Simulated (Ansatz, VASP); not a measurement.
# Tl2S: VASP beside Ansatz

Wanted: the spread between two codes on one cell, functional and k mesh. The cell is generated by rule, not measured, and may not be a known phase. The cell is taken from a series of runs on this material, whose earlier steps may have relaxed, scaled, displaced or heated it; both programs get it as it stands.

Program: Ansatz 0.2.0. Level of theory: plane waves, with VASP 6.6.1 beside it; zone-centre phonons at PBEsol. Results are calculated unless marked as measured.

The structure was built from a prototype and need not be the compound's stable phase.

### 1. The starting structure

The structure is tetragonal, space group P4_2/mnm (No. 136). Conventional cell: a = 6.529 Å, b = 6.529 Å, c = 4.994 Å, α = 90.00°, β = 90.00°, γ = 90.00°. S has 6 Tl at 2.89 to 3.03 Å nearest. Nearest to Tl lie 3 S at 2.89 to 3.03 Å. Farther neighbours and most contacts between anions are not listed.

As a file:

```cif
data_structure
_symmetry_space_group_name_H-M 'P 1'
_symmetry_Int_Tables_number 1
_cell_length_a 6.5287
_cell_length_b 6.5287
_cell_length_c 4.9941
_cell_angle_alpha 90.000
_cell_angle_beta 90.000
_cell_angle_gamma 90.000
_cell_volume 212.87
loop_
_atom_site_label
_atom_site_type_symbol
_atom_site_fract_x
_atom_site_fract_y
_atom_site_fract_z
_atom_site_occupancy
S1 S 0.00000 0.00000 0.50000 1
S2 S 0.50000 0.50000 0.00000 1
Tl3 Tl 0.18658 0.18658 0.00000 1
Tl4 Tl 0.68658 0.31342 0.50000 1
Tl5 Tl 0.31342 0.68658 0.50000 1
Tl6 Tl 0.81342 0.81342 0.00000 1
```

### 2. VASP: zone-centre phonons, PBEsol

Second derivatives magnify differences that forces hide, and they need a tight electronic threshold.

Lines of VASP's logs that name or quote its potential files are left out, and so is its time.

Input file INCAR:

```
SYSTEM = Tl2S
PREC = Accurate
ENCUT = 500
EDIFF = 1E-08
NELM = 120
ISMEAR = 1
SIGMA = 0.2
LREAL = .FALSE.
ALGO = Normal
GGA = PS
NBANDS = 39
LORBIT = 11
LWAVE = .FALSE.
LCHARG = .FALSE.
ISIF = 2
IBRION = 8
LASPH = .TRUE.
GGA_COMPAT = .FALSE.
KPAR = 2
```

Input file POSCAR:

```
Tl2S
1.0
    6.5286845945      0.0000000000      0.0000000000
    0.0000000000      6.5286845945      0.0000000000
    0.0000000000      0.0000000000      4.9940893418
S Tl
2 4
Direct
    0.0000000000      0.0000000000      0.5000000000
    0.5000000000      0.5000000000      0.0000000000
    0.1865767100      0.1865767100      0.0000000000
    0.6865767100      0.3134232900      0.5000000000
    0.3134232900      0.6865767100      0.5000000000
    0.8134232900      0.8134232900      0.0000000000
```

Input file KPOINTS:

```
Automatic mesh
0
Gamma
6 6 8
0 0 0
```

The projector-augmented-wave data sets are S and Tl_d (PBE family, release 64).

Run with:

```
$ mpirun -np 2 vasp_std
```

Numbers of over 12 decimals in the logs are rounded to 6 here.

The log of the run:

```text
[banner, memory and clock lines left out]
running    2 mpi-ranks, on    1 nodes
 distrk:  each k-point on    1 cores,    2 groups
 distr:  one band on    1 cores,    1 groups

 POSCAR found type information on POSCAR S Tl
 POSCAR found :  2 types and       6 ions
|                                                                             |
|               ----> ADVICE to this user running VASP <----                  |
|                                                                             |
|     You enforced a specific xc type in the INCAR file but a different       |
|     [... a line on the potential file left out ...]
|     I HOPE YOU KNOW WHAT YOU ARE DOING!                                     |
|                                                                             |

 LDA part: xc-table for (Slater+PW92), standard interpolation
 POSCAR, INCAR and KPOINTS ok, starting setup
 FFT: planning ... GRIDC
 FFT: planning ... GRID_SOFT
 FFT: planning ... GRID
 WAVECAR not read
 entering main loop
       N       E                     dE             d eps       ncg     rms          rms(c)
DAV:   1     0.352530087752E+03    0.35253E+03   -0.30934E+04  3916   0.141E+03
DAV:   2     0.200603888849E+00   -0.35233E+03   -0.33746E+03  4342   0.302E+02
DAV:   3    -0.208174149273E+02   -0.21018E+02   -0.20048E+02  4679   0.546E+01
DAV:   4    -0.212268754104E+02   -0.40946E+00   -0.40865E+00  4258   0.748E+00
DAV:   5    -0.212363391109E+02   -0.94637E-02   -0.94618E-02  5061   0.115E+00    0.864E+00
DAV:   6    -0.192445350136E+02    0.19918E+01   -0.46574E+00  4758   0.817E+00    0.623E+00
DAV:   7    -0.192667797348E+02   -0.22245E-01   -0.81375E-01  4118   0.275E+00    0.307E+00
DAV:   8    -0.192416811553E+02    0.25099E-01   -0.91677E-02  4404   0.140E+00    0.511E-01
DAV:   9    -0.192359165639E+02    0.57646E-02   -0.21979E-02  4513   0.728E-01    0.287E-01
DAV:  10    -0.192368127740E+02   -0.89621E-03   -0.26883E-03  4229   0.215E-01    0.111E-01
DAV:  11    -0.192369705743E+02   -0.15780E-03   -0.95034E-04  4313   0.147E-01    0.525E-02
DAV:  12    -0.192369857458E+02   -0.15172E-04   -0.98683E-05  4349   0.438E-02    0.183E-02
DAV:  13    -0.192369883442E+02   -0.25983E-05   -0.18150E-05  4557   0.208E-02    0.149E-02
DAV:  14    -0.192369885671E+02   -0.22291E-06   -0.72593E-06  4292   0.137E-02    0.279E-03
DAV:  15    -0.192369882486E+02    0.31847E-06   -0.76687E-07  4443   0.493E-03    0.504E-04
DAV:  16    -0.192369882876E+02   -0.38981E-07   -0.18770E-07  4193   0.185E-03    0.985E-04
DAV:  17    -0.192369883116E+02   -0.23979E-07   -0.13786E-08  2694   0.683E-04    0.280E-04
DAV:  18    -0.192369883162E+02   -0.46020E-08   -0.39522E-09  2237   0.315E-04
   1 F= -.19236988E+02 E0= -.19239554E+02  d E =0.769619E-02
 Linear response reoptimize wavefunctions to high precision
DAV:   1    -0.192369883106E+02    0.56307E-08   -0.29858E-10  2160   0.912E-05
DAV:   2    -0.192369883106E+02   -0.27285E-10   -0.59839E-11  2055   0.367E-05
 Linear response DOF=           4
 Linear response progress:
  Degree of freedom:   1/  4
       N       E                     dE             d eps       ncg     rms          rms(c)
RMM:   1    -0.117319771545E+00   -0.11732E+00    0.22404E-02 17074   0.106E+00
RMM:   2    -0.113601308202E+00    0.37185E-02   -0.61858E-03 11818   0.218E-01    0.103E-01
RMM:   3    -0.113871499389E+00   -0.27019E-03   -0.29283E-04 12525   0.492E-02    0.565E-02
RMM:   4    -0.114088671230E+00   -0.21717E-03   -0.14420E-04 12924   0.306E-02    0.124E-02
RMM:   5    -0.114029855463E+00    0.58816E-04   -0.10809E-05 12890   0.104E-02    0.532E-03
RMM:   6    -0.114035998771E+00   -0.61433E-05   -0.78976E-07 13170   0.194E-03    0.362E-03
RMM:   7    -0.114047911315E+00   -0.11913E-04   -0.40806E-07 12648   0.172E-03    0.757E-04
RMM:   8    -0.114047226576E+00    0.68474E-06    0.14946E-08 13218   0.405E-04    0.320E-04
RMM:   9    -0.114046447918E+00    0.77866E-06    0.58740E-09 12945   0.229E-04    0.550E-05
RMM:  10    -0.114046837940E+00   -0.39002E-06   -0.15413E-08 13218   0.772E-05    0.252E-05
RMM:  11    -0.114046662977E+00    0.17496E-06    0.15686E-07 12911   0.373E-05    0.202E-05
RMM:  12    -0.114046644060E+00    0.18917E-07   -0.58635E-08 13506   0.109E-05    0.800E-06
RMM:  13    -0.114046671250E+00   -0.27190E-07   -0.24367E-08 11824   0.501E-06    0.837E-07
RMM:  14    -0.114046671847E+00   -0.59672E-09    0.29611E-08  8522   0.167E-06    0.444E-07
 first order change of Fermi-energy  -0.58787E-03
 force on displaced ion       1 direction 1 :  -1.225   0.138   0.000
 Linear response progress:
  Degree of freedom:   2/  4
       N       E                     dE             d eps       ncg     rms          rms(c)
RMM:   1    -0.113007806732E+00   -0.11301E+00    0.26960E-02 10175   0.105E+00
RMM:   2    -0.109747030254E+00    0.32608E-02   -0.58076E-03  7693   0.206E-01    0.930E-02
RMM:   3    -0.110095969051E+00   -0.34894E-03   -0.24927E-04  7926   0.479E-02    0.515E-02
RMM:   4    -0.110405406334E+00   -0.30944E-03   -0.10382E-04  8039   0.325E-02    0.113E-02
RMM:   5    -0.110365827053E+00    0.39579E-04   -0.78240E-06  8358   0.804E-03    0.418E-03
RMM:   6    -0.110368082046E+00   -0.22550E-05   -0.41500E-07  8458   0.135E-03    0.264E-03
RMM:   7    -0.110379833662E+00   -0.11752E-04   -0.19549E-07  7987   0.116E-03    0.855E-04
RMM:   8    -0.110379735679E+00    0.97983E-07   -0.28707E-09  8443   0.328E-04    0.182E-04
RMM:   9    -0.110379817871E+00   -0.82192E-07    0.15404E-07  8297   0.175E-04    0.677E-05
RMM:  10    -0.110380163222E+00   -0.34535E-06   -0.46697E-09  8474   0.433E-05    0.296E-05
RMM:  11    -0.110380009797E+00    0.15343E-06    0.21801E-07  8209   0.328E-05    0.145E-05
RMM:  12    -0.110380007525E+00    0.22719E-08   -0.60837E-09  7775   0.698E-06    0.600E-06
 first order change of Fermi-energy   0.11055E-02
 force on displaced ion       1 direction 3 :   0.000  -0.000  -0.857
 Linear response progress:
  Degree of freedom:   3/  4
       N       E                     dE             d eps       ncg     rms          rms(c)
RMM:   1    -0.347728065643E+00   -0.34773E+00   -0.24087E-01 13319   0.290E+00
RMM:   2    -0.348526604136E+00   -0.79854E-03   -0.35600E-03 11787   0.353E-01    0.636E-02
RMM:   3    -0.348504256408E+00    0.22348E-04   -0.19450E-04 12973   0.599E-02    0.370E-02
RMM:   4    -0.348459594547E+00    0.44662E-04   -0.37880E-05 13316   0.222E-02    0.152E-02
RMM:   5    -0.348447720725E+00    0.11874E-04   -0.21274E-06 13580   0.502E-03    0.407E-03
RMM:   6    -0.348449437786E+00   -0.17171E-05   -0.39925E-07 13434   0.200E-03    0.668E-04
RMM:   7    -0.348451938912E+00   -0.25011E-05   -0.28890E-07 13654   0.636E-04    0.304E-04
RMM:   8    -0.348453183646E+00   -0.12447E-05   -0.65638E-10 13289   0.330E-04    0.949E-05
RMM:   9    -0.348453120437E+00    0.63209E-07    0.57063E-08 13453   0.112E-04    0.300E-05
RMM:  10    -0.348453034523E+00    0.85914E-07    0.11220E-08 13647   0.445E-05    0.125E-05
RMM:  11    -0.348453068345E+00   -0.33822E-07   -0.95618E-09 13874   0.150E-05    0.380E-06
RMM:  12    -0.348453045905E+00    0.22440E-07   -0.42751E-09 13044   0.563E-06    0.124E-06
RMM:  13    -0.348453039690E+00    0.62151E-08   -0.29138E-09 10346   0.236E-06    0.624E-07
 first order change of Fermi-energy  -0.56330E-01
 force on displaced ion       3 direction 1 :  -1.035  -2.006   0.000
 Linear response progress:
  Degree of freedom:   4/  4
       N       E                     dE             d eps       ncg     rms          rms(c)
RMM:   1    -0.343045410577E+00   -0.34305E+00   -0.23942E-01 11832   0.290E+00
RMM:   2    -0.343623922962E+00   -0.57851E-03   -0.35369E-03 10511   0.351E-01    0.526E-02
RMM:   3    -0.343322447658E+00    0.30148E-03   -0.10520E-04 11778   0.489E-02    0.306E-02
RMM:   4    -0.343027514258E+00    0.29493E-03   -0.40697E-05 11917   0.240E-02    0.741E-03
RMM:   5    -0.343050611679E+00   -0.23097E-04   -0.26598E-06 11736   0.571E-03    0.266E-03
RMM:   6    -0.343049659133E+00    0.95255E-06   -0.55856E-07 12055   0.200E-03    0.472E-04
RMM:   7    -0.343050158101E+00   -0.49897E-06   -0.10017E-07 12049   0.471E-04    0.204E-04
RMM:   8    -0.343052469333E+00   -0.23112E-05   -0.31297E-08 11870   0.273E-04    0.740E-05
RMM:   9    -0.343052585928E+00   -0.11659E-06    0.17034E-08 11673   0.963E-05    0.180E-05
RMM:  10    -0.343052713325E+00   -0.12740E-06   -0.15407E-09 12398   0.245E-05    0.755E-06
RMM:  11    -0.343052759994E+00   -0.46670E-07   -0.52332E-09 11969   0.110E-05    0.216E-06
RMM:  12    -0.343052738158E+00    0.21837E-07   -0.21486E-09 11740   0.458E-06    0.119E-06
RMM:  13    -0.343052749215E+00   -0.11057E-07   -0.14633E-09  9213   0.250E-06    0.327E-07
RMM:  14    -0.343052748653E+00    0.56209E-09    0.12384E-10  5324   0.119E-06    0.960E-08
 first order change of Fermi-energy  -0.40024E-03
 force on displaced ion       3 direction 3 :   0.000   0.000  -1.730
 Linear response finished
```

(Part 1 of 2 ends here.)

[Lines on the potential files, build, host, timing and source positions are cut from VASP's logs without a mark.]

[Logs are printed without paths, hosts, clocks, repeated set-up lines and the standing remarks that a program may print on its own settings, such as how far it seeks lower states.]

[Hosts, paths, dates, database ids (printed as entryN), source tags and the programs' standing remarks are cut or masked in the printed files.]
